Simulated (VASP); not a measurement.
A convergence study with VASP on TiB2 (space group no. 191 when undisturbed): a few settings are varied, all else stays as given below, so the limit is that of these other settings. One atom is moved off its site, so that forces are finite.

```yaml
crystal:
  lattice:
    - [1.50743, -2.61094, 0.00000]
    - [1.50743, 2.61094, 0.00000]
    - [0.00000, 0.00000, 3.21385]
  atoms:
    - { symbol: Ti, position: [0.00000, 0.00000, 0.01556] }
    - { symbol: B, position: [0.33333, 0.66667, 0.50000] }
    - { symbol: B, position: [0.66667, 0.33333, 0.50000] }
```

The numbers are results of PBE GGA, VASP's PBE PAW potentials (set 64) (plane waves; VASP 6.6.1), not measurements. The last row used: 400 eV cut-off, 15×15×12 Γ-centred mesh, tetrahedra with Blöchl corrections, potentials Ti_sv B.

```tsv
setting	E (eV/atom)	pressure (GPa)	largest force (eV/Å)	irreducible k-points
5×5×4 mesh	-8.1242	4.37	0.741	15
7×7×5 mesh	-8.1239	4.32	0.729	24
8×8×7 mesh	-8.1345	4.11	0.756	40
10×10×8 mesh	-8.1304	4.22	0.771	70
12×12×10 mesh	-8.1325	4.13	0.752	114
15×15×12 mesh	-8.1327	4.15	0.758	189
```

Left out are rungs that failed or repeat a setting and relaxations that didn't move; long series are thinned to 24 rows.

The structure is a typed TiB2 crystal (space group no. 191). The cell was not relaxed at this level, it is distorted from the ideal structure.
